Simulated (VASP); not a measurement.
Given:

```xyz
1
Lattice="-2.1404 2.1404 2.1404 2.1404 -2.1404 2.1404 2.1404 2.1404 -2.1404" Properties=species:S:1:pos:R:3 pbc="T T T"
Eu     0.0000     0.0000     0.0000
```

Computed with PBE GGA with D3 dispersion (zero damping), VASP's PBE PAW potentials (set 64) (plane waves; VASP). Run with 520 eV cut-off, 12×12×12 Γ-centred mesh, first-order Methfessel-Paxton smearing of 0.10 eV, potentials Eu_2.

The 4f electrons are frozen in the core of the lanthanide potential, so 4f levels, which can set the real gap, and their magnetism are missing.

Task: The job: Eu (bcc), 1 atom, PBE-D3 (zero damping), static run, 520 eV, 12×12×12 Γ-centred mesh. Roughly how much core time does it take on a busy server core?

Result: About 10 core-seconds (one run on a shared machine, a rough figure). It had 72 irreducible k-points, 8 bands, up to 1088 plane waves and 11 electronic steps.

The compound is Eu in the bcc structure. This cell is one point of a volume scan, at 0.94 of the reference volume.
